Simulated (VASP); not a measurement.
Calculation: PBE GGA, VASP's PBE PAW potentials (set 64) (plane waves; VASP).

VASP input:

**KPOINTS**
```
Regular mesh
0
Gamma
  6 6 6
0 0 0
```

INCAR:
```
ALGO=Normal
EDIFF=1E-6
EDIFFG=-0.02
ENCUT=620
GGA=PE
IBRION=2
ISIF=3
ISMEAR=0
LASPH=.TRUE.
LCHARG=.FALSE.
LMAXMIX=6
LREAL=.FALSE.
LWAVE=.FALSE.
NELM=100
NSW=40
PREC=Accurate
PSTRESS=100
SIGMA=0.05
SYSTEM=BaHfO3
```

### POSCAR
```
BaHfO3
1.0
  4.1228509695   0.0000000000   0.0000000000
  0.0000000000   4.1228509695   0.0000000000
  0.0000000000   0.0000000000   4.1228509695
Ba Hf O
1 1 3
Cart
  0.0000000000   0.0000000000   0.0000000000
  2.0614254847   2.0614254847   2.0614254847
  2.0614254847   0.0000000000   2.0614254847
  0.0000000000   2.0614254847   2.0614254847
  2.0614254847   2.0614254847   0.0000000000
```

POTCAR, in this order: Ba_sv Hf_pv O (PBE.64 set). Program: vasp_std.

Output

**OUTCAR**
```
 ion  position               nearest neighbor table
   1  0.000  0.000  0.000-   3 2.92   4 2.92   5 2.92   3 2.92   4 2.92   4 2.92   5 2.92   4 2.92
                             3 2.92   5 2.92   3 2.92   5 2.92   2 3.57   2 3.57   2 3.57   2 3.57
   2  0.500  0.500  0.500-   3 2.06   4 2.06   5 2.06   5 2.06   3 2.06   4 2.06   1 3.57   1 3.57
                             1 3.57   1 3.57   1 3.57   1 3.57   1 3.57   1 3.57
   3  0.500  0.000  0.500-   2 2.06   2 2.06   1 2.92   1 2.92   1 2.92   1 2.92
   4  0.000  0.500  0.500-   2 2.06   2 2.06   1 2.92   1 2.92   1 2.92   1 2.92
   5  0.500  0.500  0.000-   2 2.06   2 2.06   1 2.92   1 2.92   1 2.92   1 2.92
  LATTYP: Found a simple cubic cell.
 ALAT       =     4.1228509695
 Subroutine PRICEL returns:
 Original cell was already a primitive cell.
 Subroutine GETGRP returns: Found 48 space group operations
The static configuration has the point symmetry O_h .
The dynamic configuration has the point symmetry O_h .
 Subroutine INISYM returns: Found 48 space group operations
 Subroutine IBZKPT returns following result:
 Found     20 irreducible k-points:

 Following reciprocal coordinates:
            Coordinates               Weight
  0.000000  0.000000  0.000000      1.000000
  0.166667  0.000000  0.000000      6.000000
  0.333333  0.000000  0.000000      6.000000
  0.500000  0.000000  0.000000      3.000000
  0.166667  0.166667  0.000000     12.000000
  0.333333  0.166667  0.000000     24.000000
  0.500000  0.166667  0.000000     12.000000
  0.333333  0.333333  0.000000     12.000000
  0.500000  0.333333  0.000000     12.000000
  0.500000  0.500000  0.000000      3.000000
  0.166667  0.166667  0.166667      8.000000
  0.333333  0.166667  0.166667     24.000000
  0.500000  0.166667  0.166667     12.000000
  0.333333  0.333333  0.166667     24.000000
  0.500000  0.333333  0.166667     24.000000
  0.500000  0.500000  0.166667      6.000000
  0.333333  0.333333  0.333333      8.000000
  0.500000  0.333333  0.333333     12.000000
  0.500000  0.500000  0.333333      6.000000
  0.500000  0.500000  0.500000      1.000000
   k-points           NKPTS =     20   k-points in BZ     NKDIM =     20   number of bands    NBANDS=     23
   number of dos      NEDOS =    301   number of ions     NIONS =      5
   total plane-waves  NPLWV =  46656
   dimension x,y,z NGX =    36 NGY =   36 NGZ =   36
   dimension x,y,z NGXF=    72 NGYF=   72 NGZF=   72
   ions per type =               1   1   3
   PREC   = accura    normal or accurate (medium, high low for compatibility)
   ISTART =      0    job   : 0-new  1-cont  2-samecut
   ICHARG =      2    charge: 1-file 2-atom 10-const
   ISPIN  =      1    spin polarized calculation?
   LNONCOLLINEAR =      F non collinear calculations
   LSORBIT =      F    spin-orbit coupling
   INIWAV =      1    electr: 0-lowe 1-rand  2-diag
   ENCUT  =  620.0 eV  45.57 Ry    6.75 a.u.   8.37  8.37  8.37*2*pi/ulx,y,z
   NELM   =    100;   NELMIN=  2; NELMDL= -5     # of ELM steps
   EDIFF  = 0.1E-05   stopping-criterion for ELM
   LREAL  =      F    real-space projection
   NLSPLINE    = F    spline interpolate recip. space projectors
   LMAXMIX     =    6 max onsite mixed and CHGCAR
   VOSKOWN=      0    Vosko Wilk Nusair interpolation
   EDIFFG = -.2E-01   stopping-criterion for IOM
   NSW    =     40    number of steps for IOM
   NBLOCK =      1;   KBLOCK =     40    inner block; outer block
   IBRION =      2    ionic relax: 0-MD 1-quasi-New 2-CG
   NFREE  =      1    steps in history (QN), initial steepest desc. (CG)
   ISIF   =      3    stress and relaxation
   ISYM   =      2    0-nonsym 1-usesym 2-fastsym
   TEIN   =    0.0    initial temperature
   TEBEG  =    0.0;   TEEND  =   0.0 temperature during run
   SMASS  =  -3.00    Nose mass-parameter (am)
   PSTRESS=  100.0 pullay stress
   NELECT =      38.0000    total number of electrons
   EFERMI =   0.00;   METHOD = LEGACY
   ISMEAR =     0;   SIGMA  =   0.05  broadening in eV -4-tet -1-fermi 0-gaus
...
```

### OSZICAR
```
       N       E                     dE             d eps       ncg     rms          rms(c)
DAV:   1     0.257673375435E+03    0.25767E+03   -0.23714E+04   920   0.185E+03
DAV:   2    -0.373741893634E+02   -0.29505E+03   -0.28977E+03  1254   0.373E+02
DAV:   3    -0.501435992502E+02   -0.12769E+02   -0.12751E+02  1197   0.771E+01
DAV:   4    -0.503772814740E+02   -0.23368E+00   -0.23363E+00  1328   0.977E+00
DAV:   5    -0.503845521909E+02   -0.72707E-02   -0.72706E-02  1271   0.979E-01    0.647E+01
DAV:   6    -0.435505016572E+02    0.68341E+01   -0.41220E+01  1053   0.388E+01    0.558E+01
DAV:   7    -0.434631421619E+02    0.87359E-01   -0.22288E+00  1220   0.104E+01    0.337E+01
DAV:   8    -0.434556532782E+02    0.74889E-02   -0.24836E-01  1154   0.438E+00    0.508E+00
DAV:   9    -0.434428453216E+02    0.12808E-01   -0.85789E-02  1165   0.185E+00    0.171E+00
DAV:  10    -0.434425770433E+02    0.26828E-03   -0.93308E-03  1167   0.670E-01    0.507E-01
DAV:  11    -0.434424865237E+02    0.90520E-04   -0.63054E-04  1173   0.180E-01    0.132E-01
DAV:  12    -0.434425194923E+02   -0.32969E-04   -0.77094E-05  1309   0.631E-02    0.161E-01
DAV:  13    -0.434425232652E+02   -0.37729E-05   -0.87091E-06  1186   0.220E-02    0.573E-03
DAV:  14    -0.434425231646E+02    0.10060E-06   -0.74707E-07   845   0.674E-03
   1 F= -.39068487E+02 E0= -.39068487E+02  d E =-.390685E+02
```

File OUTCAR:
```
------------------------ aborting loop because EDIFF is reached ----------------------------------------
  FORCE on cell =-STRESS in cart. coord.  units (eV):
  Direction    XX          YY          ZZ          XY          YZ          ZX
  --------------------------------------------------------------------------------------
  Total        4.3588770      4.3588770      4.3588770      0.0000000      0.0000000      0.0000000
  in kB       99.6534372     99.6534372     99.6534372      0.0000000      0.0000000      0.0000000
  external PRESSURE =      -0.3465628 kB  Pullay stress =     100.0000000 kB
  volume of cell :       70.08
      direct lattice vectors                 reciprocal lattice vectors
     4.122850969  0.000000000  0.000000000     0.242550606  0.000000000  0.000000000
     0.000000000  4.122850969  0.000000000     0.000000000  0.242550606  0.000000000
     0.000000000  0.000000000  4.122850969     0.000000000  0.000000000  0.242550606
 POSITION                                       TOTAL-FORCE (eV/Angst)
 -----------------------------------------------------------------------------------
      0.00000      0.00000      0.00000         0.000000      0.000000      0.000000
      2.06143      2.06143      2.06143         0.000000      0.000000      0.000000
      2.06143      0.00000      2.06143         0.000000      0.000000      0.000000
      0.00000      2.06143      2.06143         0.000000      0.000000      0.000000
      2.06143      2.06143      0.00000         0.000000      0.000000      0.000000
 -----------------------------------------------------------------------------------
    total drift:                                0.000000      0.000000      0.000000
  FREE ENERGIE OF THE ION-ELECTRON SYSTEM (eV)
  ---------------------------------------------------
  free  energy   TOTEN  =       -43.4425231646 eV

  energy  without entropy=      -43.4425231646  energy(sigma->0) =      -43.44252316
  enthalpy is  TOTEN    =       -39.0684874282 eV   P V=        4.3740357365

 reached required accuracy - stopping structural energy minimisation
```
(Selected blocks of OUTCAR.)

The compound is BaHfO3 in the cubic perovskite structure. It was relaxed first under an external pressure of 10 GPa.
